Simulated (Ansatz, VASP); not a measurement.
# One calculation of HfSiF, two programs

```
CELL_PARAMETERS angstrom
3.39380 0.00000 0.00000
0.00000 3.39380 0.00000
0.00000 0.00000 7.44233
ATOMIC_POSITIONS crystal
Hf 0.00000 0.50000 0.28021
Hf 0.50000 0.00000 0.71979
Si 0.50000 0.00000 0.08765
Si 0.00000 0.50000 0.91235
F 0.00000 0.00000 0.50000
F 0.50000 0.50000 0.50000
```

Change from the starting cell: species swapped into the LuIO type (P4/nmm, No. 129).

Alike in both runs: functional PBE; k mesh 12 × 12 × 6; occupations gaussian, width 0.1 eV; no spin polarisation.

Ansatz relaxed the structure, and its values are those at the end. VASP's run is a single point on that final structure, the one shown.

```csv
,VASP,Ansatz
version,VASP 6.6.1,Ansatz 0.2.0
potentials or method,"VASP PAW PBE potentials, release 64 (Hf_pv, Si, F)","scalar-relativistic, plane waves, PAW"
plane-wave cutoff (eV),520,420
valence electrons in the cell,42,74
```

```tsv
	VASP	Ansatz	Ansatz less VASP
gap on the k mesh at the Fermi level (eV)	none	none	-
pressure (GPa)	-1.1	0.0	+1.13
rms of the force components (eV/Å)	0.047	0.000	-0.0470
```

A gap of «none» marks a metal or a gap that the smearing closes. The functional is the same, so the differences come from potentials, cutoffs and numerics. The two sets of potentials don't hold the same shells in valence.

The runs have no spin-orbit coupling, so splittings on Hf are missing.
